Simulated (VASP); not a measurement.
These are r2SCAN+rVV10, VASP's PBE PAW potentials (set 64) (plane waves; VASP) values and carry that method's errors.

The input files of a VASP run:

### INCAR
```
# general
SYSTEM   = Mg3Sb2
PREC     = Accurate
ENCUT    = 520
LREAL    = .False.
LASPH    = .True.

# electronic loop
EDIFF    = 1E-7
NELM     = 100
ALGO     = Normal
LMAXMIX  = 4
LMIXTAU  = .True.

# smearing
ISMEAR   = 0
SIGMA    = 0.05

# functional
METAGGA  = R2SCAN
LUSE_VDW = .True.
BPARAM   = 11.95
CPARAM   = 0.0093

# ions
IBRION   = 2
NSW      = 30
ISIF     = 4
EDIFFG   = -0.01

# output
LWAVE    = .False.
LCHARG   = .False.
```

KPOINTS:
```
Automatic mesh
0
Gamma
6 6 3
0 0 0
```

### POSCAR
```
Mg3Sb2
1.0
  2.2324396166  -3.8666989961   0.0000000000
  2.2324396166   3.8666989961   0.0000000000
  0.0000000000   0.0000000000   7.0730731132
Mg Sb
3 2
Cartesian
  0.0000000000   0.0000000000   7.0730731132
  2.2324396166   1.2889022432   4.4812708750
  2.2324396166  -1.2889022432   2.5918022382
  2.2324396166   1.2889022432   1.6102842361
  2.2324396166  -1.2889022432   5.4627888771
```

POTCAR, in this order: Mg Sb (PBE.64 set). Program: vasp_std.

What will the output report for the number of irreducible k-points (NKPTS), largest plane-wave count, number of space-group operations, FFT grid (NGX, NGY, NGZ)?

```
Quantity                                       Value
--------------------------------------  ------------
number of irreducible k-points (NKPTS)            17
largest plane-wave count                        3317
number of space-group operations                  12
FFT grid (NGX, NGY, NGZ)                36 × 36 × 54
```

The compound is Mg3Sb2 in the a-la2o3 structure. This cell is one point of a volume scan, at 0.94 of the reference volume. Symmetry was kept, so distortions that lower it aren't found.
